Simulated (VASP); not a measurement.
Output of a VASP run:

### OSZICAR
```
       N       E                     dE             d eps       ncg     rms          rms(c)
DAV:   1     0.445634001038E+03    0.44563E+03   -0.25894E+04   840   0.159E+03
DAV:   2     0.283233511144E+01   -0.44280E+03   -0.43464E+03   840   0.399E+02
DAV:   3    -0.290165520698E+02   -0.31849E+02   -0.31290E+02   974   0.112E+02
DAV:   4    -0.298211751913E+02   -0.80462E+00   -0.79892E+00   976   0.155E+01
DAV:   5    -0.298338083793E+02   -0.12633E-01   -0.12606E-01   996   0.178E+00    0.144E+01
DAV:   6    -0.281776573313E+02    0.16562E+01   -0.55767E+00  1050   0.266E+01    0.719E+00
DAV:   7    -0.279870656037E+02    0.19059E+00   -0.69139E-01  1042   0.501E+00    0.222E+00
DAV:   8    -0.279528331019E+02    0.34233E-01   -0.12479E-01  1032   0.258E+00    0.102E+00
DAV:   9    -0.279484053837E+02    0.44277E-02   -0.24969E-02  1022   0.150E+00    0.289E-01
DAV:  10    -0.279481803361E+02    0.22505E-03   -0.28489E-03  1074   0.333E-01    0.973E-02
DAV:  11    -0.279480696223E+02    0.11071E-03   -0.70891E-04   988   0.133E-01    0.199E-02
DAV:  12    -0.279480688299E+02    0.79237E-06   -0.19588E-05   990   0.282E-02    0.611E-03
DAV:  13    -0.279480671136E+02    0.17163E-05   -0.24751E-06   656   0.119E-02    0.720E-04
DAV:  14    -0.279480671640E+02   -0.50368E-07   -0.15637E-07   516   0.213E-03
   1 F= -.27948067E+02 E0= -.27889416E+02  d E =-.117303E+00
```

**OUTCAR**
```
------------------------ aborting loop because EDIFF is reached ----------------------------------------
  FORCE on cell =-STRESS in cart. coord.  units (eV):
  Direction    XX          YY          ZZ          XY          YZ          ZX
  --------------------------------------------------------------------------------------
  Total       -9.5319121     -9.5319121     -9.5319121      0.0000000      0.0000000     -0.0000000
  in kB     -149.3305561   -149.3305561   -149.3305561      0.0000000      0.0000000     -0.0000000
  external PRESSURE =    -149.3305561 kB  Pullay stress =       0.0000000 kB
  volume of cell :      102.27
      direct lattice vectors                 reciprocal lattice vectors
     0.000000000  3.711681000  3.711681000    -0.134709852  0.134709852  0.134709852
     3.711681000  0.000000000  3.711681000     0.134709852 -0.134709852  0.134709852
     3.711681000  3.711681000  0.000000000     0.134709852  0.134709852 -0.134709852
 POSITION                                       TOTAL-FORCE (eV/Angst)
 -----------------------------------------------------------------------------------
      0.92792      0.92792      0.92792         0.000000     -0.000000      0.000000
      0.92792      2.78376      2.78376         0.000000     -0.000000      0.000000
      2.78376      0.92792      2.78376         0.000000     -0.000000      0.000000
      2.78376      2.78376      0.92792         0.000000     -0.000000      0.000000
      5.56752      5.56752      5.56752         0.000000      0.000000      0.000000
      3.71168      3.71168      3.71168        -0.000000     -0.000000     -0.000000
 -----------------------------------------------------------------------------------
    total drift:                                0.000000      0.000000      0.000000
  FREE ENERGIE OF THE ION-ELECTRON SYSTEM (eV)
  ---------------------------------------------------
  free  energy   TOTEN  =       -27.9480671640 eV

  energy  without entropy=      -27.8307638623  energy(sigma->0) =      -27.88941551
```
(Selected blocks of OUTCAR.)

**POSCAR**
```
TaZn2
1
    0.0000000000     3.7116810000     3.7116810000
    3.7116810000     0.0000000000     3.7116810000
    3.7116810000     3.7116810000     0.0000000000
Zn Ta
4 2
Direct
  0.1250000000   0.1250000000   0.1250000000
  0.6250000000   0.1250000000   0.1250000000
  0.1250000000   0.6250000000   0.1250000000
  0.1250000000   0.1250000000   0.6250000000
  0.7500000000   0.7500000000   0.7500000000
  0.5000000000   0.5000000000   0.5000000000
```

Task: Write an INCAR and KPOINTS that could have produced this output.

Result: Several could match; the one computed here: the input of the run itself, PBE GGA, plane waves, VASP's PBE PAW potentials (set 64).

### INCAR
```
ALGO = Normal
EDIFF = 1E-6
ENCUT = 300
GGA = PE
ISIF = 2
ISMEAR = -1
LASPH = .TRUE.
LCHARG = .FALSE.
LMAXMIX = 6
LREAL = .FALSE.
LWAVE = .FALSE.
NELM = 100
PREC = Accurate
SIGMA = 0.1
SYSTEM = TaZn2
```

File KPOINTS:
```
K-points
0
G
  5 5 5
```

POTCAR, in this order: Zn Ta_pv (PBE.64 set). Program: vasp_std.

At this cut-off the stress carries a Pulay error, which pulls relaxed volumes low.

The structure was generated: TaZn2 was put into an ordered model structure, which need not be its known phase. The cell was not relaxed at this level.
